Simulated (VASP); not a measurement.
## AlPbBrO2 with LDA: from relaxation to properties

Wanted: the relaxed cell of AlPbBrO2 and its properties. The steps: rough relaxation of the start cell, full relaxation (LDA), density, ELF and potential (LDA), band structure (LDA), density of states (LDA), field gradients at the nuclei (LDA) and elastic constants (LDA). The cell is invented: it takes the structure of a Materials Project entry for BiPbBrO2 (space group 107 there), with some of its atoms replaced by other elements, volume scaled by an estimate. It may not be a known or stable phase.

Method: LDA; plane waves and PAW (Pb_d, Br, Al, O); invented cell, in VASP 6.6.1.

This is a report of a sequence of runs, with most program output left out.

### Step 1. The structure

Before any relaxation, the start is as follows. It takes space group I4mm (No. 107, tetragonal). The conventional cell has a = 3.854 Å, b = 3.854 Å, c = 12.681 Å, α = 90.00°, β = 90.00°, γ = 90.00°. Pb has 4 O at 2.34 Å and 4 Br at 3.38 Å nearest. Nearest to Br lie 4 Al at 3.35 Å and 4 Pb at 3.38 Å. Nearest to Al lie 4 O at 2.20 Å. O has 2 Al at 2.20 Å and 2 Pb at 2.34 Å nearest. It derives from BiPbBrO2. it takes the structure of a Materials Project entry for BiPbBrO2 (space group 107 there), with some of its atoms replaced by other elements, volume scaled by an estimate. Farther neighbours and most contacts between anions are not listed.

### Step 2. Rough relaxation of the start cell

The start is only an estimate, so a cheap relaxation brings it near a minimum before any careful run. LDA, the lowest rung, knows the local density alone.

Contents of INCAR:

```
SYSTEM = AlPbBrO2
PREC = Normal
ENCUT = 520
EDIFF = 1E-05
NELM = 60
ISMEAR = 0
SIGMA = 0.05
LREAL = .FALSE.
ALGO = Fast
GGA = CA
NBANDS = 24
LORBIT = 11
LWAVE = .FALSE.
LCHARG = .FALSE.
KPAR = 2
IBRION = 2
NSW = 40
ISIF = 3
EDIFFG = -0.04
```

Contents of POSCAR:

```
AlPbBrO2
1.0
   -1.9271160000      1.9271160000      6.3404910000
    1.9271160000     -1.9271160000      6.3404910000
    1.9271160000      1.9271160000     -6.3404910000
Pb Br Al O
1 1 1 2
Direct
    0.6521740000      0.6521740000      0.0000000000
    0.9940500000      0.9940500000      0.0000000000
    0.3404330000      0.3404330000      0.0000000000
    0.7566710000      0.2566710000      0.5000000000
    0.2566710000      0.7566710000      0.5000000000
```

Contents of KPOINTS:

```
Automatic mesh
0
Gamma
6 6 6
0 0 0
```

PAW data sets: Pb_d, Br, Al and O (LDA family, release 64).

Run with:

```console
$ mpirun -np 2 vasp_std
```

Run time: 5.7 min. Hardware: 2 MPI ranks of AMD EPYC 7R43, shared host; peak memory 0.47 GiB.

The gap is read on the k-mesh alone, so it is an upper bound where the band edges lie off the mesh. This relaxation is a rough one on cheap settings, only to bring the start near its minimum. After so large a change of volume the plane waves of the start cell no longer fit, so the final stress carries a basis-set error. The run keeps the 8 symmetry operations of its start, so it cannot find a distortion of lower symmetry.

Step by step:

| step | energy less that of the first step (eV) | largest force (eV/Å) | pressure (GPa) | volume (Å³) |
| --- | --- | --- | --- | --- |
| 1 | 0.0000 | 4.8311 | -12.67 | 94.19 |
| 2 | -1.6765 | 2.9167 | 10.38 | 75.31 |
| 3 | -1.6975 | 2.4364 | 7.00 | 76.81 |
| 4 | -2.3300 | 0.4473 | 4.24 | 77.92 |
| 5 | -2.3301 | 0.4595 | 4.18 | 77.93 |
| 6 | -2.3667 | 0.6293 | -2.25 | 82.49 |
| 7 | -2.3753 | 0.4478 | -0.43 | 81.06 |
| 8 | -2.4003 | 0.3455 | -0.17 | 81.60 |
| 9 | -2.4278 | 0.2151 | 0.69 | 83.17 |
| 10 | -2.4322 | 0.1606 | -1.26 | 84.97 |
| 11 | -2.4330 | 0.1624 | -0.72 | 84.43 |
| 12 | -2.4417 | 0.0977 | -0.31 | 84.22 |
| 13 | -2.4462 | 0.0398 | 0.22 | 83.93 |

```
conventional cell, symmetrised  before   after   change
                         a (Å)   3.854   3.648   -5.4 %
                         b (Å)   3.854   3.648   -5.4 %
                         c (Å)  12.681  12.615   -0.5 %
              volume (Å³/atom)   18.84   16.79  -10.9 %
```

The atoms that moved most (Å, as changes of fractional coordinates times the final cell):

| atom | dx | dy | dz | length |
| --- | --- | --- | --- | --- |
| Al3 | 0.000 | 0.000 | -0.522 | 0.522 |
| O4 | 0.000 | 0.000 | 0.228 | 0.228 |
| O5 | 0.000 | 0.000 | 0.228 | 0.228 |
| Br2 | 0.000 | 0.000 | 0.121 | 0.121 |
| Pb1 | 0.000 | 0.000 | -0.055 | 0.055 |

The relaxed structure:

```xyz
5
Lattice="-1.8239 1.8239 6.3073 1.8239 -1.8239 6.3073 1.8239 1.8239 -6.3073" Properties=species:S:1:pos:R:3 pbc="T T T"
Pb    0.0000    0.0000    8.1721
Br    0.0000    0.0000   12.6605
Al    0.0000    0.0000    3.7726
O     0.0000    1.8239    3.4657
O     1.8239    0.0000    3.4657
```

Numbers from this step:

```yaml
electrons: 36
bands: 24
irreducible_k_points: 30
symmetry_operations: 8
free_energy_toten: -30.29 eV
fermi_energy: 4.757 eV
pressure: 0.2204 GPa
metallic: no
valence_top_at_k: -0.3333, 0.5, 0.3333
conduction_bottom_at_k: 0.5, 0.5, 0.5
least_direct_gap_at_k: 0.5, 0.5, 0.5
scf_cycles_over_all_ionic_steps: 107
gap_on_the_k_mesh: 2.347 eV
least_direct_gap_on_the_k_mesh: 2.541 eV
```

It ends with a largest force of 0.040 eV/Å and a pressure of 0.22 GPa.

### Step 3. Full relaxation (LDA)

Properties are meant for the cell that this level of theory prefers, so cell and atoms are relaxed first (ISIF = 3) until forces and stress are small; EDIFFG sets the threshold.

Contents of INCAR:

```
SYSTEM = AlPbBrO2
PREC = Accurate
ENCUT = 520
EDIFF = 1E-06
NELM = 100
ISMEAR = 0
SIGMA = 0.05
LREAL = .FALSE.
ALGO = Normal
GGA = CA
NBANDS = 24
LORBIT = 11
LWAVE = .FALSE.
LCHARG = .FALSE.
KPAR = 2
IBRION = 2
NSW = 60
ISIF = 3
EDIFFG = -0.01
```

Contents of POSCAR:

```
AlPbBrO2
1.0
   -1.8239315328      1.8239315328      6.3073266977
    1.8239315328     -1.8239315328      6.3073266977
    1.8239315328      1.8239315328     -6.3073266977
Pb Br Al O
1 1 1 2
Direct
    0.6478232308      0.6478232308      0.0000000000
    0.0036339193      0.0036339193      0.0000000000
    0.2990627397      0.2990627397      0.0000000000
    0.7747395551      0.2747395551      0.5000000000
    0.2747395551      0.7747395551      0.5000000000
```

Contents of KPOINTS:

```
Automatic mesh
0
Gamma
9 9 9
0 0 0
```

Run with:

```console
$ mpirun -np 2 vasp_std
```

It took 13 min on 2 MPI ranks; peak memory 0.79 GiB; 26 min of CPU time.

Relaxation path:

```
step  energy less that of the first step (eV)  largest force (eV/Å)  pressure (GPa)  volume (Å³)
   1                                   0.0000                0.0407            0.26        83.93
   2                                  -0.0002                0.0235           -0.26        84.27
   3                                  -0.0003                0.0201           -0.08        84.13
   4                                  -0.0003                0.0204           -0.06        84.12
   5                                  -0.0004                0.0121           -0.02        84.08
   6                                  -0.0004                0.0093            0.02        84.04
```

| conventional cell, symmetrised | before | after | change |
| --- | --- | --- | --- |
| a (Å) | 3.648 | 3.653 | +0.1 % |
| b (Å) | 3.648 | 3.653 | +0.1 % |
| c (Å) | 12.615 | 12.598 | -0.1 % |
| volume (Å³/atom) | 16.79 | 16.81 | +0.1 % |

The relaxed structure:

```xyz
5
Lattice="-1.8263 1.8263 6.2991 1.8263 -1.8263 6.2991 1.8263 1.8263 -6.2991" Properties=species:S:1:pos:R:3 pbc="T T T"
Pb    0.0000    0.0000    8.1603
Br    0.0000    0.0000    0.0482
Al    0.0000    0.0000    3.7698
O     0.0000    1.8263    3.4595
O     1.8263    0.0000    3.4595
```

Numbers from this step:

```yaml
irreducible_k_points: 75
fermi_energy: 4.827 eV
pressure: 0.02033 GPa
valence_top_at_k: -0.2222, 0.2222, 0
conduction_bottom_at_k: -0.4444, -0.4444, 0.4444
least_direct_gap_at_k: -0.4444, -0.4444, 0.4444
scf_cycles_over_all_ionic_steps: 39
gap_on_the_k_mesh: 2.308 eV
least_direct_gap_on_the_k_mesh: 2.575 eV
```

It ends with a largest force of 0.009 eV/Å and a pressure of 0.02 GPa.

### Step 4. Density, ELF and potential (LDA)

The relaxed cell gets a fresh self-consistent run, on a basis set for its own volume, to fix the density and to check the remaining stress.

INCAR: that of step 3 with these lines changed.

```diff
@@ -13,7 +13,5 @@
 LWAVE = .FALSE.
-LCHARG = .FALSE.
-KPAR = 2
-IBRION = 2
-NSW = 60
-ISIF = 3
-EDIFFG = -0.01
+LCHARG = .TRUE.
+ISIF = 2
+LELF = .TRUE.
+LVHAR = .TRUE.
```

Contents of POSCAR:

```
AlPbBrO2
1.0
   -1.8262696103      1.8262696103      6.2990807958
    1.8262696103     -1.8262696103      6.2990807958
    1.8262696103      1.8262696103     -6.2990807958
Pb Br Al O
1 1 1 2
Direct
    0.6477336405      0.6477336405      0.0000000000
    0.0038263149      0.0038263149      0.0000000000
    0.2992374436      0.2992374436      0.0000000000
    0.7746008005      0.2746008005      0.5000000000
    0.2746008005      0.7746008005      0.5000000000
```

KPOINTS is that of step 3.

Run with:

```console
$ mpirun -np 2 vasp_std
```

The job ended after 4.8 min (2 MPI ranks; peak memory 0.55 GiB; 9.6 min of CPU time).

Numbers from this step:

```
SCF cycles : 14
pressure   : 0.02015 GPa
```

Valence electrons inside each PAW sphere by angular momentum. Sphere charges, by row:

```csv
atom,s (e),p (e),d (e),tot (e)
Pb1,1.497,0.535,9.878,11.91
Br2,1.62,3.224,0.014,4.858
Al3,0.319,0.363,0,0.682
O4,1.55,3.508,0,5.058
O5,1.55,3.508,0,5.058
```

Electrostatic potential energy in the ac plane of the conventional cell at fractional y = 0.000, with atoms of Pb and Br and Al and O within 0.2 Å of it. With pseudopotentials it is smooth inside the atoms' cores, unlike the true potential.

Values in eV, 24 rows by 14 columns, each cell a mean:
```
-55 -54 -39 -13   0   4   5   5   5   3  -2 -21 -47 -55
-16 -11  -3   2   4   5   5   5   5   5   3   0  -6 -14
  4   4   5   5   5   5   5   5   5   5   5   5   4   4
  6   6   6   6   5   4   3   2   3   5   5   6   6   6
  5   5   5   5   2 -16 -36 -40 -31  -6   3   5   5   5
  1   2   3   3  -1 -32 -52 -52 -49 -17   1   3   2   2
-26 -21 -11  -3   0  -3 -11 -15  -8  -1  -1  -5 -15 -23
-71 -68 -52 -26  -6   0   2   2   2  -1 -11 -35 -60 -69
-73 -73 -65 -36 -10  -1   2   2   1  -2 -18 -47 -71 -73
-58 -52 -34 -14  -2   1   3   3   2   0  -6 -21 -42 -55
 -8  -6  -2   1   2   3   4   4   4   3   2   0  -4  -7
  3   3   3   4   4   5   5   5   5   5   4   4   3   3
  4   4   4   5   5   5   5   5   5   5   5   4   4   4
  2   2   3   4   4   5   5   5   5   5   4   3   3   2
 -6  -4  -2   1   3   4   5   5   5   4   2   0  -3  -5
-43 -35 -17  -6   0   2   2   2   2   1  -2  -9 -24 -39
-73 -71 -43 -14  -5 -18 -36 -41 -32 -10  -7 -22 -57 -73
-60 -51 -26  -9  -6 -34 -53 -52 -50 -20  -6 -13 -36 -55
-10  -8  -4  -1   1  -2 -11 -15  -8   0   0  -2  -6  -9
  0   1   2   2   3   3   3   2   3   3   2   2   1   1
  3   3   3   3   3   3   2   2   2   3   3   3   3   3
 -1   0   2   3   3   3   3   3   3   3   3   2   1   0
-42 -36 -19  -4   2   4   4   4   4   3   0  -8 -27 -39
-53 -57 -51 -21  -1   3   5   5   4   2  -5 -33 -56 -56
```
Columns run along a (3.7 Å; values clipped at the 3rd and 97th percentile), rows up along c (12.6 Å), edges of the conventional cell, whose origin can differ from the input's. Atoms in or near the plane, at fractional coordinates: Pb at (0.00, 0.65), Br at (0.00, 0.00), Al at (0.00, 0.30), O at (0.50, 0.77), O at (0.50, 0.27).

Valence density in the ac plane of the conventional cell at fractional y = 0.000, with atoms of Pb and Br and Al and O within 0.2 Å of it. It is the smooth field of the valence electrons, not physical close to the nuclei.

Ten steps, logarithmic in the rise over the least value, from '_' (-0.1 e/Å³) to '@' (7.4 e/Å³), each cell a mean:
```
++++**++==--::::::--==++**++
++++==----::::::::::--====++
----::::::::::::::::::::::--
::::::::--========----::::::
::::::--++##%%%%%%**==--::::
::::--==++%%@@@@@@##++----::
**++======++******++====++++
@@%%##++==----------==**%%@@
@@@@%%**==--::::::--++##%%@@
%%##**++----::::::--==++####
====----::::::::::::----====
::::::::::::::::::::::::::::
::::::::::::::::::::::::::::
::::::::::::::::::::::::::::
::::::::::::::::::::::::::::
::::::----==========----::::
..::--==++##%%%%%%**++==--::
::::--==**%%@@@@@@##++==--::
::::----==++******++==--::::
::::::::::----------::::::::
::::::::::::::::::::::::::::
====----::::::::::::------==
**++++==----::::::--==++++**
__==**++==--::::::--++**++--
```
Columns run along a (3.7 Å), rows up along c (12.6 Å), edges of the conventional cell, whose origin can differ from the input's. Atoms in or near the plane, at fractional coordinates: Pb at (0.00, 0.65), Br at (0.00, 0.00), Al at (0.00, 0.30), O at (0.50, 0.77), O at (0.50, 0.27).

ELF in the ac plane of the conventional cell at fractional y = 0.000, with atoms of Pb and Br and Al and O within 0.2 Å of it. It is the smooth field of the valence electrons, not physical close to the nuclei.

Values, 24 rows by 14 columns, each cell a mean:
```
0.72 0.79 0.86 0.86 0.77 0.48 0.15 0.07 0.23 0.63 0.82 0.87 0.85 0.77
0.84 0.82 0.78 0.68 0.48 0.22 0.07 0.04 0.10 0.31 0.56 0.73 0.81 0.83
0.43 0.39 0.29 0.17 0.10 0.10 0.12 0.14 0.11 0.08 0.12 0.21 0.33 0.41
0.04 0.04 0.05 0.14 0.31 0.49 0.59 0.61 0.56 0.43 0.24 0.09 0.04 0.04
0.02 0.03 0.12 0.42 0.70 0.79 0.74 0.68 0.77 0.79 0.62 0.29 0.07 0.02
0.09 0.09 0.14 0.43 0.75 0.81 0.64 0.52 0.71 0.82 0.65 0.30 0.11 0.09
0.36 0.34 0.28 0.24 0.39 0.63 0.72 0.72 0.70 0.55 0.33 0.24 0.30 0.34
0.24 0.23 0.36 0.40 0.27 0.22 0.26 0.29 0.25 0.22 0.33 0.41 0.30 0.22
0.39 0.19 0.32 0.48 0.41 0.21 0.10 0.07 0.13 0.28 0.46 0.45 0.24 0.20
0.37 0.41 0.49 0.48 0.34 0.17 0.07 0.05 0.09 0.23 0.40 0.50 0.47 0.39
0.46 0.44 0.36 0.25 0.14 0.08 0.05 0.05 0.06 0.09 0.17 0.29 0.40 0.45
0.16 0.14 0.10 0.06 0.05 0.05 0.06 0.06 0.06 0.05 0.05 0.07 0.11 0.15
0.02 0.02 0.03 0.04 0.04 0.05 0.05 0.05 0.05 0.05 0.04 0.03 0.03 0.02
0.04 0.04 0.04 0.04 0.04 0.04 0.04 0.04 0.04 0.04 0.04 0.04 0.04 0.04
0.11 0.11 0.13 0.14 0.14 0.14 0.14 0.14 0.14 0.14 0.14 0.13 0.12 0.11
0.05 0.09 0.25 0.45 0.55 0.59 0.61 0.61 0.61 0.58 0.52 0.39 0.17 0.07
0.01 0.05 0.36 0.69 0.81 0.81 0.73 0.68 0.77 0.82 0.78 0.60 0.20 0.02
0.02 0.07 0.37 0.67 0.80 0.79 0.62 0.51 0.68 0.81 0.77 0.59 0.22 0.04
0.06 0.10 0.21 0.39 0.56 0.68 0.72 0.72 0.71 0.64 0.50 0.33 0.16 0.08
0.07 0.07 0.07 0.10 0.16 0.23 0.28 0.30 0.27 0.21 0.14 0.09 0.07 0.07
0.30 0.26 0.18 0.11 0.07 0.06 0.06 0.06 0.06 0.06 0.08 0.13 0.21 0.28
0.74 0.71 0.61 0.44 0.25 0.10 0.06 0.05 0.07 0.15 0.32 0.51 0.65 0.72
0.80 0.83 0.84 0.78 0.61 0.30 0.10 0.06 0.15 0.43 0.68 0.81 0.84 0.81
0.52 0.68 0.84 0.86 0.79 0.50 0.16 0.07 0.25 0.65 0.83 0.87 0.79 0.62
```
Columns run along a (3.7 Å), rows up along c (12.6 Å), edges of the conventional cell, whose origin can differ from the input's. Atoms in or near the plane, at fractional coordinates: Pb at (0.00, 0.65), Br at (0.00, 0.00), Al at (0.00, 0.30), O at (0.50, 0.77), O at (0.50, 0.27).

In this run the pressure is 0.02 GPa, small enough to go on.

### Step 5. Band structure (LDA)

The mesh alone shows little of the dispersion and can miss band extrema, so KPOINTS_OPT adds a path through the symmetry points after the self-consistent cycle.

Contents of INCAR:

```
SYSTEM = AlPbBrO2
PREC = Accurate
ENCUT = 520
EDIFF = 1E-06
NELM = 100
ISMEAR = 0
SIGMA = 0.05
LREAL = .FALSE.
ALGO = Normal
GGA = CA
NBANDS = 33
LORBIT = 11
LWAVE = .FALSE.
LCHARG = .FALSE.
KPAR = 2
```

POSCAR is that of step 4.

KPOINTS is that of step 4.

Contents of KPOINTS_OPT:

```
Line mode
16
Line-mode
Reciprocal
  0.00000000   0.00000000   0.00000000 GAMMA
 -0.50000000   0.50000000   0.00000000 X

 -0.50000000   0.50000000   0.00000000 X
 -0.50000000   0.50000000  -0.04202865 Y

 -0.50000000   0.50000000  -0.04202865 Y
 -0.27101432   0.27101432  -0.27101432 S

 -0.27101432   0.27101432  -0.27101432 S
  0.00000000   0.00000000   0.00000000 GAMMA

  0.00000000   0.00000000   0.00000000 GAMMA
  0.50000000   0.50000000  -0.50000000 Z

  0.50000000   0.50000000  -0.50000000 Z
  0.27101432   0.72898568  -0.72898568 S1

  0.27101432   0.72898568  -0.72898568 S1
  0.00000000   0.50000000  -0.50000000 N

  0.00000000   0.50000000  -0.50000000 N
 -0.25000000   0.75000000  -0.25000000 P

 -0.25000000   0.75000000  -0.25000000 P
  0.04202865   0.95797135  -0.50000000 Y1

  0.04202865   0.95797135  -0.50000000 Y1
  0.50000000   0.50000000  -0.50000000 Z

 -0.50000000   0.50000000   0.00000000 X
 -0.25000000   0.75000000  -0.25000000 P
```

Run with:

```console
$ mpirun -np 2 vasp_std
```

Run time: 14 min. Hardware: 2 MPI ranks; peak memory 0.96 GiB; 27 min of CPU time.

Spin-orbit coupling is off here; with elements this heavy it splits and shifts levels by tenths of an eV or more.

Numbers from this step:

```yaml
scf_cycles: 13
bands: 33
fermi_energy: 4.747 eV
pressure: 0.01771 GPa
least_gap_on_mesh_and_path: 2.277 eV
least_direct_gap_on_mesh_and_path: 2.527 eV
valence_top_at_k: -0.2, 0.2, 0
conduction_bottom_at_k: 0.5, 0.5, -0.5
least_direct_gap_at_k: 0.4847, 0.5153, -0.5153
```

Electronic bands along the path, in eV, zero at the valence-band top; v1 is the highest filled band, c1 the lowest empty one:

```csv
point,v4,v3,v2,v1,c1,c2,c3,c4
Γ,-1.38,-1.38,-1.06,-1.06,2.93,3.97,6.16,6.16
0.47 of the way,-1.58,-1.49,-0.99,-0.05,3.16,4.14,4.58,5.92
X,-2.36,-2.08,-1.66,-0.12,2.69,3.03,4.00,5.11
0.47 of the way,-2.37,-2.08,-1.66,-0.13,2.65,3.10,4.01,5.12
Y,-2.41,-2.09,-1.68,-0.17,2.55,3.26,4.03,5.19
0.53 of the way,-1.96,-1.66,-1.13,-0.89,3.14,3.75,5.16,6.32
S,-2.62,-1.83,-0.60,-0.28,3.38,4.14,6.33,6.42
0.47 of the way,-2.08,-1.53,-0.82,-0.14,2.65,4.88,5.55,6.37
Γ,-1.38,-1.38,-1.06,-1.06,2.93,3.97,6.16,6.16
0.47 of the way,-1.43,-0.96,-0.96,-0.87,2.55,4.53,5.93,5.93
Z,-1.47,-0.86,-0.86,-0.25,2.28,4.76,5.67,5.67
0.47 of the way,-1.90,-1.84,-0.80,-0.05,3.20,4.23,5.92,6.01
S1,-2.62,-1.83,-0.60,-0.28,3.38,4.14,6.33,6.42
0.47 of the way,-2.64,-1.73,-0.60,-0.30,3.26,4.20,6.41,6.42
N,-2.64,-1.63,-0.61,-0.34,3.19,4.23,6.42,6.47
0.47 of the way,-1.93,-1.65,-1.07,-0.87,3.02,3.65,4.93,6.19
P,-2.47,-2.36,-1.63,-0.12,2.60,3.49,3.49,5.46
0.47 of the way,-2.37,-2.21,-1.64,-0.13,2.62,3.22,3.83,5.30
Y1,-2.41,-2.09,-1.68,-0.17,2.55,3.26,4.03,5.19
0.47 of the way,-2.27,-2.20,-0.88,-0.64,3.51,4.34,4.77,6.47
Z,-1.47,-0.86,-0.86,-0.25,2.28,4.76,5.67,5.67
jump to X,-2.36,-2.08,-1.66,-0.12,2.69,3.03,4.00,5.11
0.53 of the way,-2.36,-2.21,-1.64,-0.12,2.64,3.18,3.83,5.28
P,-2.47,-2.36,-1.63,-0.12,2.60,3.49,3.49,5.46
```

Of the projections kept (Pb, Br, Al, O), the largest for each band there; the rest of the weight can lie on other orbitals:

| point | v4 | v3 | v2 | v1 | c1 | c2 | c3 | c4 |
| --- | --- | --- | --- | --- | --- | --- | --- | --- |
| Γ | O 0.78 | O 0.78 | Br 0.76 | Br 0.76 | Al 0.57 | Pb 0.52 | Pb 0.75 | Pb 0.75 |
| X | O 1.00 | Br 0.50 | Br 0.87 | O 0.99 | Al 0.61 | Pb 0.60 | Pb 0.48 | Pb 0.54 |
| Y | O 0.99 | Br 0.53 | Br 0.85 | O 0.99 | Al 0.43 | Pb 0.48 | Pb 0.48 | Pb 0.55 |
| S | O 0.90 | Br 0.47 | Br 0.98 | O 0.44 | Pb 0.34 | O 0.43 | Pb 0.29 | Pb 0.85 |
| Γ | O 0.78 | O 0.78 | Br 0.76 | Br 0.76 | Al 0.57 | Pb 0.52 | Pb 0.75 | Pb 0.75 |
| Z | O 0.73 | Br 0.68 | Br 0.68 | Br 0.46 | Al 0.31 | Al 0.46 | Pb 0.80 | Pb 0.80 |

The path lowers the gap by 0.03 eV against the mesh alone, so a band edge lies off the mesh.

[end of part 1 of 2]

[Lines on the potential files, build, host, timing and source positions are cut from VASP's logs without a mark.]

[Logs are printed without paths, hosts, clocks, repeated set-up lines and the standing remarks that a program may print on its own settings, such as how far it seeks lower states.]

[Hosts, paths, dates, database ids (printed as entryN), source tags and the programs' standing remarks are cut or masked in the printed files.]

[A measured line is paired with the nearest computed mode of its activity, which favours agreement.]
